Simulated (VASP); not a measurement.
The input files of a VASP run:

KPOINTS:
```
Automatic mesh
0
Gamma
15 15 15
0 0 0
```

POSCAR:
```
Ta
1
   -1.6923921573     1.6923921573     1.6923921573
    1.6923921573    -1.6923921573     1.6923921573
    1.6923921573     1.6923921573    -1.6923921573
Ta
1
Direct
  0.0000000000   0.0000000000   0.0000000000
```

**INCAR**
```
ALGO  =  Normal
EDIFF  =  1E-7
ENCUT  =  520
GGA  =  PE
ISIF  =  2
ISMEAR  =  1
LASPH  =  .True.
LCHARG  =  .False.
LMAXMIX  =  6
LREAL  =  .False.
LWAVE  =  .False.
NELM  =  100
PREC  =  Accurate
SIGMA  =  0.1
SYSTEM  =  Ta
```

POTCAR, in this order: Ta_pv (PBE.64 set). Program: vasp_std.

Q: Translate this PBE calculation to Ansatz.

A: One equivalent input (not run):
Ansatz 0.2 input:
```yaml
crystal:
  lattice:
    - [-1.6923922, 1.6923922, 1.6923922]
    - [1.6923922, -1.6923922, 1.6923922]
    - [1.6923922, 1.6923922, -1.6923922]
  atoms:
    - { symbol: Ta, position: [0.0000000, 0.0000000, 0.0000000] }
kpoints:
  mp_grid: { grid: [15, 15, 15] }
hamiltonian:
  xc: pbe
  pseudopotentials: { kind: paw }
scf:
  occupations: { method: methfessel_paxton, width: 0.1 }
  max_iter: 100
output: { forces: true, stress: true, eigenvalues: true }
```
Limits of the translation: each code has its own PAW files, so the cut-off isn't converted (ENCUT is set for VASP's; basis.ecutwfc is left out, and Ansatz then takes the one that its files recommend); Ansatz stops its SCF on the density residual and VASP on the energy change (EDIFF).

The compound is Ta in the bcc structure. This cell is one point of a volume scan, at 1.06 of the reference volume.
